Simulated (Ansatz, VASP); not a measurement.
LaMg6Mn: VASP beside Ansatz

```
La Mn Mg
1.0
     5.11611    0.00000    0.00000
     0.00000    3.31515    5.75801
     0.00000   -3.31515    5.75801
La Mn Mg
1 1 6
Direct
  0.50000 0.67487 0.67487
  0.00000 0.83612 0.83612
  0.50000 0.16255 0.16255
  0.50000 0.15785 0.68031
  0.50000 0.68031 0.15785
  0.00000 0.33332 0.33332
  0.00000 0.31648 0.83850
  0.00000 0.83850 0.31648
```

The cell comes from a database or a generator and needn't be the stable form of this composition.

Alike in both runs: task single point; functional PBE; k mesh 5 × 5 × 5; occupations fermi-dirac, width 0.05 eV; collinear spin, ferromagnetic start.

|  | VASP | Ansatz |
| --- | --- | --- |
| version | VASP 6.6.1 | Ansatz 0.2.0 |
| potentials or method | VASP PAW PBE potentials, release 64 (La, Mn_pv, Mg) | Ansatz PAW |
| plane-wave cutoff (eV) | 520 | 420 |
| valence electrons in the cell | 36 | 86 |

|  | VASP | Ansatz | Ansatz less VASP |
| --- | --- | --- | --- |
| gap on the k mesh at the Fermi level (eV) | none | none | - |
| pressure (GPa) | -0.3 | -0.2 | +0.07 |
| largest component of the traceless stress (GPa) | 0.17 | 0.16 | -0.005 |
| rms of the force components (eV/Å) | 0.040 | 0.040 | -0.0003 |
| net moment per atom (μB) | 0.49 | 0.49 | 0.000 |
| size of the moment on the site where the two differ most (μB) | 3.84 | 4.02 | +0.177 |

Site moments also hang on the region over which each program counts them. Atom by atom the forces differ by 0.001 eV/Å (rms over components). A gap of «none» marks a metal or a gap that the smearing closes. The two sets of potentials don't hold the same shells in valence.

Spin-orbit coupling is left out, which matters for the levels of La.
